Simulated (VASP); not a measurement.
Calculation: PBEsol GGA, VASP's PBE PAW potentials (set 64) (plane waves; VASP 6.6.1).

A VASP calculation is set up with these files.

INCAR:
```
SYSTEM = Ba2HfO4
PREC = Accurate; ENCUT = 400; LREAL = .FALSE.
LASPH = .TRUE.
EDIFF = 1E-6; NELM = 100; ALGO = Normal
LMAXMIX = 6
ISMEAR = 0; SIGMA = 0.01
GGA = PS
ISIF = 2
LWAVE = .FALSE.; LCHARG = .FALSE.
```

### KPOINTS
```
K-points
0
gamma
6 6 6
```

POSCAR:
```
Ba2HfO4
1
   -2.0802950000     2.0802950000     6.7778950000
    2.0802950000    -2.0802950000     6.7778950000
    2.0802950000     2.0802950000    -6.7778950000
Ba Hf O
2 1 4
Direct
  0.3525600000   0.3525600000   0.0000000000
  0.6474400000   0.6474400000   0.0000000000
  0.0000000000   0.0000000000   0.0000000000
  0.5000000000   0.0000000000   0.5000000000
  0.0000000000   0.5000000000   0.5000000000
  0.1546100000   0.1546100000   0.0000000000
  0.8453900000   0.8453900000   0.0000000000
```

POTCAR, in this order: Ba_sv Hf_pv O (PBE.64 set). Program: vasp_std.

Output of the run:

OUTCAR:
```
 ion  position               nearest neighbor table
   1  0.353  0.353  0.000-   6 2.68   4 2.88   5 2.88   4 2.88   5 2.88   7 2.94   7 2.94   7 2.94
                             7 2.94   3 3.56   3 3.56   3 3.56   3 3.56   2 4.00   2 4.05   2 4.05
   2  0.647  0.647  0.000-   7 2.68   5 2.88   4 2.88   4 2.88   5 2.88   6 2.94   6 2.94   6 2.94
                             6 2.94   3 3.56   3 3.56   3 3.56   3 3.56   1 4.00   1 4.05   1 4.05
   3  0.000  0.000  0.000-   4 2.08   5 2.08   5 2.08   4 2.08   6 2.10   7 2.10   2 3.56   1 3.56
                             2 3.56   1 3.56   2 3.56   1 3.56   2 3.56   1 3.56
   4  0.500  0.000  0.500-   3 2.08   3 2.08   2 2.88   2 2.88   1 2.88   1 2.88
   5  0.000  0.500  0.500-   3 2.08   3 2.08   2 2.88   2 2.88   1 2.88   1 2.88
   6  0.155  0.155  0.000-   3 2.10   1 2.68   2 2.94   2 2.94   2 2.94   2 2.94
   7  0.845  0.845  0.000-   3 2.10   2 2.68   1 2.94   1 2.94   1 2.94   1 2.94
  LATTYP: Found a body centered tetragonal cell.
 ALAT       =     4.1605900000
 C/A-ratio  =     3.2581412732
 Subroutine PRICEL returns:
 Original cell was already a primitive cell.
 Subroutine GETGRP returns: Found 16 space group operations
The static configuration has the point symmetry D_4h.
The dynamic configuration has the point symmetry D_4h.
 Subroutine INISYM returns: Found 16 space group operations
 Subroutine IBZKPT returns following result:
 Found     30 irreducible k-points:

 Following reciprocal coordinates:
            Coordinates               Weight
  0.000000  0.000000  0.000000      1.000000
  0.166667  0.000000  0.000000      8.000000
  0.333333  0.000000 -0.000000      8.000000
  0.500000  0.000000 -0.000000      4.000000
  0.166667  0.166667 -0.000000      8.000000
  0.333333  0.166667 -0.000000     16.000000
  0.500000  0.166667 -0.000000     16.000000
 -0.333333  0.166667  0.000000     16.000000
 -0.166667  0.166667  0.000000      4.000000
  0.333333  0.333333 -0.000000      8.000000
  0.500000  0.333333  0.000000     16.000000
 -0.333333  0.333333  0.000000      4.000000
  0.500000  0.500000 -0.000000      2.000000
  0.166667  0.166667  0.166667      8.000000
  0.333333  0.166667  0.166667      8.000000
...
```

File OSZICAR:
```
       N       E                     dE             d eps       ncg     rms          rms(c)
DAV:   1     0.333425139943E+03    0.33343E+03   -0.24779E+04  1920   0.130E+03
DAV:   2    -0.480050698816E+02   -0.38143E+03   -0.37521E+03  2792   0.322E+02
DAV:   3    -0.661524748935E+02   -0.18147E+02   -0.18109E+02  2392   0.755E+01
DAV:   4    -0.665465400845E+02   -0.39407E+00   -0.39390E+00  3032   0.966E+00
DAV:   5    -0.665502297266E+02   -0.36896E-02   -0.36894E-02  2384   0.869E-01    0.629E+01
DAV:   6    -0.584823495847E+02    0.80679E+01   -0.54011E+01  2064   0.340E+01    0.543E+01
DAV:   7    -0.582199122979E+02    0.26244E+00   -0.46002E+00  2336   0.116E+01    0.315E+01
DAV:   8    -0.581578266703E+02    0.62086E-01   -0.50734E-01  2576   0.444E+00    0.515E+00
DAV:   9    -0.581434244629E+02    0.14402E-01   -0.81433E-02  2376   0.166E+00    0.143E+00
DAV:  10    -0.581441230286E+02   -0.69857E-03   -0.69551E-03  2464   0.482E-01    0.218E-01
DAV:  11    -0.581443744594E+02   -0.25143E-03   -0.12453E-03  2400   0.204E-01    0.510E-02
DAV:  12    -0.581445356587E+02   -0.16120E-03   -0.33692E-04  2600   0.104E-01    0.639E-02
DAV:  13    -0.581445441009E+02   -0.84422E-05   -0.52070E-05  2456   0.370E-02    0.143E-02
DAV:  14    -0.581445496264E+02   -0.55255E-05   -0.19271E-05  2352   0.228E-02    0.185E-02
DAV:  15    -0.581445490520E+02    0.57446E-06   -0.25540E-06  2072   0.856E-03
   1 F= -.58144549E+02 E0= -.58144549E+02  d E =-.790015E-33
```

### OUTCAR
```
------------------------ aborting loop because EDIFF is reached ----------------------------------------
  FORCE on cell =-STRESS in cart. coord.  units (eV):
  Direction    XX          YY          ZZ          XY          YZ          ZX
  --------------------------------------------------------------------------------------
  Total       -3.8782382     -3.8782382     -4.0261873      0.0000000     -0.0000000      0.0000000
  in kB      -52.9590738    -52.9590738    -54.9793850      0.0000000     -0.0000000      0.0000000
  external PRESSURE =     -53.6325109 kB  Pullay stress =       0.0000000 kB
  volume of cell :      117.33
      direct lattice vectors                 reciprocal lattice vectors
    -2.080295000  2.080295000  6.777895000     0.000000000  0.240350527  0.073769216
     2.080295000 -2.080295000  6.777895000     0.240350527  0.000000000  0.073769216
     2.080295000  2.080295000 -6.777895000     0.240350527  0.240350527  0.000000000
 POSITION                                       TOTAL-FORCE (eV/Angst)
 -----------------------------------------------------------------------------------
      0.00000      0.00000      4.77923         0.000000      0.000000      0.098378
      0.00000      0.00000      8.77656        -0.000000     -0.000000     -0.098378
      0.00000      0.00000      0.00000        -0.000000     -0.000000     -0.000000
      0.00000      2.08030      0.00000        -0.000000     -0.000000     -0.000000
      2.08030      0.00000      0.00000        -0.000000     -0.000000     -0.000000
      0.00000      0.00000      2.09586         0.000000      0.000000      0.051533
      0.00000      0.00000     11.45993         0.000000      0.000000     -0.051533
 -----------------------------------------------------------------------------------
    total drift:                                0.000000      0.000000      0.000000
  FREE ENERGIE OF THE ION-ELECTRON SYSTEM (eV)
  ---------------------------------------------------
  free  energy   TOTEN  =       -58.1445490520 eV

  energy  without entropy=      -58.1445490520  energy(sigma->0) =      -58.14454905
```
(Selected blocks of OUTCAR.)

At this cut-off the stress carries a Pulay error, which pulls relaxed volumes low.

The structure comes from a computed database's Ba2HfO4 entry; how it stands against other phases isn't given here. The cell was not relaxed at this level.
